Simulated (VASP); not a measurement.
Consider the following.

```yaml
crystal:
  lattice:
    - [0.00000, 3.99707, 3.99707]
    - [3.99707, 0.00000, 3.99707]
    - [3.99707, 3.99707, 0.00000]
  atoms:
    - { symbol: Si, position: [0.12500, 0.12500, 0.12500] }
    - { symbol: Si, position: [0.62500, 0.12500, 0.12500] }
    - { symbol: Si, position: [0.12500, 0.62500, 0.12500] }
    - { symbol: Si, position: [0.12500, 0.12500, 0.62500] }
    - { symbol: Si, position: [0.75000, 0.75000, 0.75000] }
    - { symbol: Si, position: [0.50000, 0.50000, 0.50000] }
    - { symbol: N, position: [0.36260, 0.36260, 0.36260] }
    - { symbol: N, position: [0.91220, 0.36260, 0.36260] }
    - { symbol: N, position: [0.36260, 0.91220, 0.36260] }
    - { symbol: N, position: [0.36260, 0.36260, 0.91220] }
    - { symbol: N, position: [0.88740, 0.88740, 0.88740] }
    - { symbol: N, position: [0.33780, 0.88740, 0.88740] }
    - { symbol: N, position: [0.88740, 0.33780, 0.88740] }
    - { symbol: N, position: [0.88740, 0.88740, 0.33780] }
```

These are PBE GGA, VASP's PBE PAW potentials (set 64) (plane waves; VASP 6.6.1) values and carry that method's errors. Settings: LREAL = Auto, 400 eV cut-off, 7×7×7 Γ-centred mesh, Fermi-Dirac smearing of 0.14 eV, potentials Si N.

At this cut-off the stress carries a Pulay error, which pulls relaxed volumes low.

Task: Estimate the energy per atom (σ→0), pressure, largest force.

Result: 
```
Property                                Value
---------------------  ----------------------
energy per atom (σ→0)  -767.4 kJ/mol of atoms
pressure                          -201.0 kbar
largest force                      2.173 eV/Å
```

Only differences to runs with the same potentials and settings are physical.

The structure was generated: Si3N4 was put into an ordered model structure, which need not be its known phase. The cell was not relaxed at this level.
